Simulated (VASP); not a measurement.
# B2C (I4_1/amd) in VASP: a series of runs

Runs on B2C. Level: PBE. Tasks: equation of state.

Everything below comes from runs of VASP 6.6.1. Logs are shortened: lines on timing, memory, paths and dates and some standing lists are left out, and cuts for length are marked.

**1. The crystal as given**

It takes space group I4_1/amd (No. 141, tetragonal). Conventional cell: a = 2.739 Å, b = 2.739 Å, c = 11.774 Å, α = 90.00°, β = 90.00°, γ = 90.00°. Around B (site symmetry 2mm) lie 2 C at 1.57 Å. Around C (site symmetry -4m2) lie 4 B at 1.57 Å.

The cell was built by a generator and needn't be a form met in nature.

**2. Equation of state, PBE, 7.36 Å³/atom**

INCAR

```
SYSTEM = B2C
PREC = Accurate
ENCUT = 520
EDIFF = 1E-6
ISMEAR = 0
SIGMA = 0.1
LREAL = .False.
LASPH = .True.
NELM = 100
ALGO = Normal
ISIF = 4
LWAVE = .False.
LCHARG = .False.
GGA = PE
IBRION = 2
NSW = 30
EDIFFG = -0.02
KPAR = 4
```

KPOINTS

```
regular mesh
0
Gamma
  16 16 16
  0 0 0
```

POSCAR

```
B2C
1.0
   -1.3694700000      1.3694700000      5.8872300000
    1.3694700000     -1.3694700000      5.8872300000
    1.3694700000      1.3694700000     -5.8872300000
B C
4 2
Direct
    0.4350880000      0.9350880000      0.5000000000
    0.0649120000      0.5649120000      0.5000000000
    0.3149120000      0.3149120000      0.0000000000
    0.6850880000      0.6850880000      0.0000000000
    0.0000000000      0.0000000000      0.0000000000
    0.7500000000      0.2500000000      0.5000000000
```

Potentials or basis: VASP PAW PBE potentials, release 64 (B, C).

Started as:

```bash
cat potpaw_PBE.64/B/POTCAR potpaw_PBE.64/C/POTCAR > POTCAR
mpirun -np 4 vasp_std > vasp.out
```

OUTCAR:

```text
SYSTEM = B2C
   PREC = Accurate
   ENCUT = 520
   EDIFF = 1E-6
   ISMEAR = 0
   LREAL = .False.
   LASPH = .True.
   NELM = 100
   ISIF = 4
   GGA = PE
   IBRION = 2
   NSW = 30
   EDIFFG = -0.02

 ion  position               nearest neighbor table
   1  0.435  0.935  0.500-   5 1.57   5 1.57   3 1.97   3 1.97
   2  0.065  0.565  0.500-   5 1.57   5 1.57   4 1.97   4 1.97
   3  0.315  0.315  0.000-   6 1.57   6 1.57   1 1.97   1 1.97
   4  0.685  0.685  0.000-   6 1.57   6 1.57   2 1.97   2 1.97
   5  0.000  0.000  0.000-   2 1.57   1 1.57   2 1.57   1 1.57
   6  0.750  0.250  0.500-   3 1.57   4 1.57   3 1.57   4 1.57

  LATTYP: Found a body centered tetragonal cell.
 ALAT       =     2.7389400000
 C/A-ratio  =     4.2989112576

  Lattice vectors:

 A1 = (  -1.3694700000,   1.3694700000,   5.8872300000)
 A2 = (   1.3694700000,  -1.3694700000,   5.8872300000)
 A3 = (   1.3694700000,   1.3694700000,  -5.8872300000)

Analysis of symmetry for initial positions (statically):
=====================================================================
 Subroutine PRICEL returns:
 Original cell was already a primitive cell.

 Routine SETGRP: Setting up the symmetry group for a
 body centered tetragonal supercell.

 Subroutine GETGRP returns: Found 16 space group operations
 (whereof  8 operations were pure point group operations)
 out of a pool of 16 trial point group operations.

The static configuration has the point symmetry D_2d.
 The point group associated with its full space group is D_4h.

Analysis of symmetry for dynamics (positions and initial velocities):
=====================================================================
 Subroutine PRICEL returns:
 Original cell was already a primitive cell.

 Routine SETGRP: Setting up the symmetry group for a
 body centered tetragonal supercell.

 Subroutine GETGRP returns: Found 16 space group operations
 (whereof  8 operations were pure point group operations)
 out of a pool of 16 trial point group operations.

The dynamic configuration has the point symmetry D_2d.
 The point group associated with its full space group is D_4h.

 Subroutine INISYM returns: Found 16 space group operations
 (whereof  8 operations are pure point group operations),
 and found     1 'primitive' translations

----------------------------------------------------------------------------------------

                                     Primitive cell

  volume of cell :      44.1648

  direct lattice vectors                    reciprocal lattice vectors
    -1.369470000  1.369470000  5.887230000     0.000000000  0.365104749  0.084929585
     1.369470000 -1.369470000  5.887230000     0.365104749  0.000000000  0.084929585
     1.369470000  1.369470000 -5.887230000     0.365104749  0.365104749  0.000000000

  length of vectors
     6.197610284  6.197610284  6.197610284     0.374852653  0.374852653  0.516336087

  position of ions in fractional coordinates (direct lattice)
     0.435088000  0.935088000  0.500000000
     0.064912000  0.564912000  0.500000000
     0.314912000  0.314912000  0.000000000
     0.685088000  0.685088000  0.000000000
     0.000000000  0.000000000  0.000000000
     0.750000000  0.250000000  0.500000000

  ion indices of the primitive-cell ions
   primitive index   ion index
                 1           1
                 2           2
                 3           3
                 4           4
                 5           5
                 6           6

----------------------------------------------------------------------------------------

 KPOINTS: regular mesh

Automatic generation of k-mesh.
 Grid dimensions read from file:
 generate k-points for:   16   16   16

 Generating k-lattice:

  Cartesian coordinates                     Fractional coordinates (reciprocal lattice)
     0.000000000  0.022819047  0.005308099     0.062500000  0.000000000 -0.000000000
     0.022819047  0.000000000  0.005308099     0.000000000  0.062500000 -0.000000000
     0.022819047  0.022819047  0.000000000     0.000000000  0.000000000  0.062500000

  Length of vectors
     0.023428291  0.023428291  0.032271005

  Shift w.r.t. Gamma in fractional coordinates (k-lattice)
     0.000000000  0.000000000  0.000000000

 Subroutine IBZKPT returns following result:
 ===========================================

 Found    349 irreducible k-points:

 Following reciprocal coordinates:
            Coordinates               Weight
  0.000000  0.000000  0.000000      1.000000
  0.062500  0.000000  0.000000      8.000000
  0.125000  0.000000  0.000000      8.000000
  0.187500  0.000000  0.000000      8.000000
  0.250000  0.000000  0.000000      8.000000
  0.312500 -0.000000  0.000000      8.000000
[... 16 lines left out ...]
 -0.125000  0.062500  0.000000     16.000000
 -0.062500  0.062500  0.000000      4.000000
 [... further k-points ...]
   k-points           NKPTS =    349   k-points in BZ     NKDIM =    349   number of bands    NBANDS=     14
   number of dos      NEDOS =    301   number of ions     NIONS =      6
   total plane-waves  NPLWV = 110592
   dimension x,y,z NGX =    48 NGY =   48 NGZ =   48
   dimension x,y,z NGXF=    96 NGYF=   96 NGZF=   96
   ions per type =               4   2
   NGX,Y,Z   is equivalent  to a cutoff of  12.88, 12.88, 12.88 a.u.
   NGXF,Y,Z  is equivalent  to a cutoff of  25.75, 25.75, 25.75 a.u.
 SYSTEM =  B2C
   PREC   = accura    normal or accurate (medium, high low for compatibility)
   ISTART =      0    job   : 0-new  1-cont  2-samecut
   ICHARG =      2    charge: 1-file 2-atom 10-const
   ISPIN  =      1    spin polarized calculation?
   LNONCOLLINEAR =      F non collinear calculations
   LSORBIT =      F    spin-orbit coupling
   LASPH  =      T    aspherical Exc in radial PAW
   ENCUT  =  520.0 eV  38.22 Ry    6.18 a.u.  11.52 11.52 11.52*2*pi/ulx,y,z
   NELM   =    100;   NELMIN=  2; NELMDL= -5     # of ELM steps
   EDIFF  = 0.1E-05   stopping-criterion for ELM
   LREAL  =      F    real-space projection
   EDIFFG = -.2E-01   stopping-criterion for IOM
   NSW    =     30    number of steps for IOM
   IBRION =      2    ionic relax: 0-MD 1-quasi-New 2-CG
   NFREE  =      1    steps in history (QN), initial steepest desc. (CG)
   ISIF   =      4    stress and relaxation
   ISYM   =      2    0-nonsym 1-usesym 2-fastsym
   POTIM  = 0.5000    time-step for ionic-motion
   TEBEG  =    0.0;   TEEND  =   0.0 temperature during run
   PSTRESS=    0.0 pullay stress
   NELECT =      20.0000    total number of electrons
   NUPDOWN=      -1.0000    fix difference up-down
   EMIN   =  10.00;   EMAX   =-10.00  energy-range for DOS
   EFERMI =   0.00;   METHOD = LEGACY
   ISMEAR =     0;   SIGMA  =   0.10  broadening in eV -4-tet -1-fermi 0-gaus
   EFERMI_NEDOS =   21; number of points for ismear=-14 and -15
   IALGO  =     38    algorithm
   IMIX   =      4    mixing-type and parameters
     AMIX     =   0.40;   BMIX     =  1.00
     AMIX_MAG =   1.60;   BMIX_MAG =  1.00
  volume/ion in A,a.u.               =       7.36        49.67
  Fermi-wavevector in a.u.,A,eV,Ry     =   1.257167  2.375700 21.503569  1.580468
  Thomas-Fermi vector in A             =   2.390839
   LORBIT       =      0    0 simple, 1 ext, 2 COOP (PROOUT), +10 PAW based schemes
   GGA     = PE    functional components
   LHFCALC =     F    Hartree Fock is set to
   AEXX    =    0.0000 exact exchange contribution
   IVDW    =     0    specifies the selected vdW correction
   LEPSILON=     F    determine dielectric tensor
   LRPA    =     F    only Hartree local field effects (RPA)
 conjugate gradient relaxation of ions
 non-spin polarized calculation
 Gauss-broadening in eV      SIGMA  =   0.10
  energy-cutoff  :      520.00
  volume of cell :       44.16
 maximum number of plane-waves:      1205
 NGX is ok and might be reduce to    48
   NGX = 23   NGY = 23   NGZ = 23

 number of electron      20.0000000 magnetization

 Free energy of the ion-electron system (eV)
  ---------------------------------------------------
  ext. energy  EPLUGINS =         0.00000000
  ---------------------------------------------------
  free energy    TOTEN  =       -43.28654422 eV

  energy without entropy =      -43.28011349  energy(sigma->0) =      -43.28332885

 E-fermi :   5.4371     XC(G=0): -11.7230

 val. band max:        5.4370503744   @ k =  -0.3125  -0.3125   0.2500
 cond. band min:       5.4378505897   @ k =   0.3750   0.0625   0.0000
 fundamental gap:      0.0008002154
 Fermi energy:         5.4370543289

 k-point     1 :       0.0000    0.0000    0.0000
  band No.  band energies     occupation
      1     -10.5200      2.00000
      2      -8.7294      2.00000
      3      -4.6624      2.00000
      4       2.1175      2.00000
      5       2.2136      2.00000
      6       2.2136      2.00000
      7       2.5503      2.00000
      8       2.5503      2.00000
      9       3.0056      2.00000
     10       8.9776      0.00000
     11      10.1261      0.00000
     12      10.1261      0.00000
     13      11.0434      0.00000
     14      11.9875      0.00000

 k-point     2 :       0.0625    0.0000    0.0000
  band No.  band energies     occupation
      1     -10.4600      2.00000
      2      -8.6853      2.00000
      3      -4.5881      2.00000
      4       1.5904      2.00000
      5       2.2080      2.00000
      6       2.2443      2.00000
      7       2.3936      2.00000
      8       2.6007      2.00000
      9       3.1525      2.00000
     10       8.6877      0.00000
     11       9.6794      0.00000
     12      10.0885      0.00000
     13      11.4452      0.00000
     14      12.1592      0.00000

 k-point     3 :       0.1250    0.0000    0.0000
  band No.  band energies     occupation
      1     -10.2807      2.00000
      2      -8.5537      2.00000
      3      -4.3668      2.00000
      4       0.7290      2.00000
      5       1.3976      2.00000
      6       2.3388      2.00000
      7       2.3562      2.00000
      8       2.7425      2.00000
      9       3.4595      2.00000
     10       7.9245      0.00000
     11       8.8804      0.00000
     12       9.9812      0.00000
     13      12.0647      0.00000
     14      12.4465      0.00000
[... 324 lines left out ...]
 k-point    23 :      -0.1250    0.0625    0.0000
  band No.  band energies     occupation
      1     -10.2321      2.00000
      2      -8.4798      2.00000
      3      -4.3459      2.00000
      4       0.7865      2.00000
      5       1.4119      2.00000
      6       1.9528      2.00000
      7       2.3678      2.00000
      8       2.7650      2.00000
      9       3.2903      2.00000
     10       7.8210      0.00000
     11       8.8409      0.00000
     12       9.6535      0.00000
     13      12.4856      0.00000
     14      12.7267      0.00000

 k-point    24 :      -0.0625    0.0625    0.0000
  band No.  band energies     occupation
      1     -10.4056      2.00000
      2      -8.6259      2.00000
      3      -4.5409      2.00000
      4       1.4978      2.00000
      5       1.9766      2.00000
      6       2.2373      2.00000
      7       2.2384      2.00000
      8       2.6883      2.00000
      9       3.0906      2.00000
     10       8.4641      0.00000
     11       9.5904      0.00000
     12       9.7780      0.00000
     13      11.8186      0.00000
     14      12.3960      0.00000

 [... further k-points ...]

------------------------ aborting loop because EDIFF is reached ----------------------------------------

  FORCE on cell =-STRESS in cart. coord.  units (eV):
  Direction    XX          YY          ZZ          XY          YZ          ZX
  --------------------------------------------------------------------------------------
  -------------------------------------------------------------------------------------
  Total        0.0077013      0.0077013      0.0058818      0.0000000      0.0000000      0.0000000
  in kB        0.2793821      0.2793821      0.2133759      0.0000000      0.0000000      0.0000000
  external PRESSURE =       0.2573800 kB  Pullay stress =       0.0000000 kB

 VOLUME and BASIS-vectors are now :
 -----------------------------------------------------------------------------
  energy-cutoff  :      520.00
  volume of cell :       44.16
      direct lattice vectors                 reciprocal lattice vectors
    -1.369470000  1.369470000  5.887230000     0.000000000  0.365104749  0.084929585
     1.369470000 -1.369470000  5.887230000     0.365104749  0.000000000  0.084929585
     1.369470000  1.369470000 -5.887230000     0.365104749  0.365104749  0.000000000

 POSITION                                       TOTAL-FORCE (eV/Angst)
 -----------------------------------------------------------------------------------
      1.36947     -0.00000      5.12293        -0.000000      0.000000      0.003224
      1.36947      0.00000      0.76430        -0.000000      0.000000     -0.003224
      0.00000      0.00000      3.70792         0.000000     -0.000000     -0.003224
      0.00000      0.00000      8.06654         0.000000     -0.000000      0.003224
      0.00000      0.00000      0.00000         0.000000      0.000000      0.000000
     -0.00000      1.36947      2.94361         0.000000      0.000000      0.000000
 -----------------------------------------------------------------------------------
    total drift:                                0.000000     -0.000000     -0.000000

  FREE ENERGIE OF THE ION-ELECTRON SYSTEM (eV)
  ---------------------------------------------------
  free  energy   TOTEN  =       -43.2865442198 eV

  energy  without entropy=      -43.2801134896  energy(sigma->0) =      -43.28332885

 reached required accuracy - stopping structural energy minimisation
```

Run time: 2.2 min. Hardware: 4 MPI ranks of AMD EPYC 9R14 (Zen 4), shared host; peak memory 0.39 GiB.

Results:

```yaml
Free_energy: -43.2865 eV
Pressure: 0.0 GPa
Largest_force: 0.003 eV/Å
Band_gap_on_the_k_mesh: none (metal or under the smearing width)
```

**3. Equation of state, PBE, 7.14 Å³/atom (volume scaled by 0.97)**

INCAR is that of step 2.

KPOINTS is that of step 2.

Changes to POSCAR since step 2:

```diff
@@ -2,5 +2,5 @@
 1.0
-   -1.3694700000      1.3694700000      5.8872300000
-    1.3694700000     -1.3694700000      5.8872300000
-    1.3694700000      1.3694700000     -5.8872300000
+   -1.3556360239      1.3556360239      5.8277589643
+    1.3556360239     -1.3556360239      5.8277589643
+    1.3556360239      1.3556360239     -5.8277589643
 B C
```

Potentials or basis: VASP PAW PBE potentials, release 64 (B, C).

Started as:

```bash
cat potpaw_PBE.64/B/POTCAR potpaw_PBE.64/C/POTCAR > POTCAR
mpirun -np 4 vasp_std > vasp.out
```

It took 4.5 min on 4 MPI ranks of AMD EPYC 9R14 (Zen 4), shared host; peak memory 0.43 GiB.

The run converged. Its results:

```
Free energy            : -43.2563 eV
Pressure               : 7.2 GPa
Largest force          : 0.005 eV/Å
Band gap on the k mesh : none (metal or under the smearing width)
```

**4. Equation of state, PBE, 7.58 Å³/atom (volume scaled by 1.03)**

INCAR is that of step 3.

KPOINTS is that of step 3.

Changes to POSCAR since step 3:

```diff
@@ -2,5 +2,5 @@
 1.0
-   -1.3556360239      1.3556360239      5.8277589643
-    1.3556360239     -1.3556360239      5.8277589643
-    1.3556360239      1.3556360239     -5.8277589643
+   -1.3830299908      1.3830299908      5.9455231970
+    1.3830299908     -1.3830299908      5.9455231970
+    1.3830299908      1.3830299908     -5.9455231970
 B C
```

Started as:

```bash
cat potpaw_PBE.64/B/POTCAR potpaw_PBE.64/C/POTCAR > POTCAR
mpirun -np 4 vasp_std > vasp.out
```

It took 4.2 min on 4 MPI ranks of AMD EPYC 9R14 (Zen 4), shared host; peak memory 0.45 GiB.

The run converged. Its results:

* Free energy: -43.2618 eV
* Pressure: -6.1 GPa
* Largest force: 0.005 eV/Å
* Band gap on the k mesh: none (metal or under the smearing width)

**5. Equation of state, PBE, 6.92 Å³/atom (volume scaled by 0.94)**

INCAR is that of step 4.

KPOINTS is that of step 4.

Changes to POSCAR since step 4:

```diff
@@ -2,5 +2,5 @@
 1.0
-   -1.3830299908      1.3830299908      5.9455231970
-    1.3830299908     -1.3830299908      5.9455231970
-    1.3830299908      1.3830299908     -5.9455231970
+   -1.3415137883      1.3415137883      5.7670487268
+    1.3415137883     -1.3415137883      5.7670487268
+    1.3415137883      1.3415137883     -5.7670487268
 B C
```

Started as:

```bash
cat potpaw_PBE.64/B/POTCAR potpaw_PBE.64/C/POTCAR > POTCAR
mpirun -np 4 vasp_std > vasp.out
```

It took 4.7 min on 4 MPI ranks of AMD EPYC 9R14 (Zen 4), shared host; peak memory 0.42 GiB.

It converged, with:

| Quantity | Value |
| --- | --- |
| Free energy | -43.1622 eV |
| Pressure | 15.5 GPa |
| Largest force | 0.011 eV/Å |
| Band gap on the k mesh | none (metal or under the smearing width) |

**6. Equation of state, PBE, 7.80 Å³/atom (volume scaled by 1.06)**

INCAR is that of step 5.

KPOINTS is that of step 5.

Changes to POSCAR since step 5:

```diff
@@ -2,5 +2,5 @@
 1.0
-   -1.3415137883      1.3415137883      5.7670487268
-    1.3415137883     -1.3415137883      5.7670487268
-    1.3415137883      1.3415137883     -5.7670487268
+   -1.3963291719      1.3963291719      6.0026951965
+    1.3963291719     -1.3963291719      6.0026951965
+    1.3963291719      1.3963291719     -6.0026951965
 B C
```

Potentials or basis: VASP PAW PBE potentials, release 64 (B, C).

Started as:

```bash
cat potpaw_PBE.64/B/POTCAR potpaw_PBE.64/C/POTCAR > POTCAR
mpirun -np 4 vasp_std > vasp.out
```

It took 5 min on 4 MPI ranks of AMD EPYC 9R14 (Zen 4), shared host; peak memory 0.45 GiB.

The run converged. Its results:

```yaml
Free_energy: -43.1893 eV
Pressure: -11.5 GPa
Largest_force: 0.009 eV/Å
Band_gap_on_the_k_mesh: none (metal or under the smearing width)
```

**7. Equation of state, PBE, 6.70 Å³/atom (volume scaled by 0.91)**

INCAR is that of step 6.

KPOINTS is that of step 6.

Changes to POSCAR since step 6:

```diff
@@ -2,5 +2,5 @@
 1.0
-   -1.3963291719      1.3963291719      6.0026951965
-    1.3963291719     -1.3963291719      6.0026951965
-    1.3963291719      1.3963291719     -6.0026951965
+   -1.3270877908      1.3270877908      5.7050326438
+    1.3270877908     -1.3270877908      5.7050326438
+    1.3270877908      1.3270877908     -5.7050326438
 B C
```

Started as:

```bash
cat potpaw_PBE.64/B/POTCAR potpaw_PBE.64/C/POTCAR > POTCAR
mpirun -np 4 vasp_std > vasp.out
```

Wall time 6.7 min (4 MPI ranks of AMD EPYC 9R14 (Zen 4), shared host); peak memory 0.42 GiB.

Results (log left out):

```
Free energy            : -42.9944 eV
Pressure               : 25.1 GPa
Largest force          : 0.005 eV/Å
Band gap on the k mesh : none (metal or under the smearing width)
```

**8. Equation of state, PBE, 8.02 Å³/atom (volume scaled by 1.09)**

INCAR is that of step 7.

KPOINTS is that of step 7.

Changes to POSCAR since step 7:

```diff
@@ -2,5 +2,5 @@
 1.0
-   -1.3270877908      1.3270877908      5.7050326438
-    1.3270877908     -1.3270877908      5.7050326438
-    1.3270877908      1.3270877908     -5.7050326438
+   -1.4093797337      1.4093797337      6.0587984035
+    1.4093797337     -1.4093797337      6.0587984035
+    1.4093797337      1.4093797337     -6.0587984035
 B C
```

Started as:

```bash
cat potpaw_PBE.64/B/POTCAR potpaw_PBE.64/C/POTCAR > POTCAR
mpirun -np 4 vasp_std > vasp.out
```

It took 5.4 min on 4 MPI ranks of AMD EPYC 9R14 (Zen 4), shared host; peak memory 0.45 GiB.

The run converged. Its results:

```yaml
Free_energy: -43.0755 eV
Pressure: -16.2 GPa
Largest_force: 0.013 eV/Å
Band_gap_on_the_k_mesh: none (metal or under the smearing width)
```
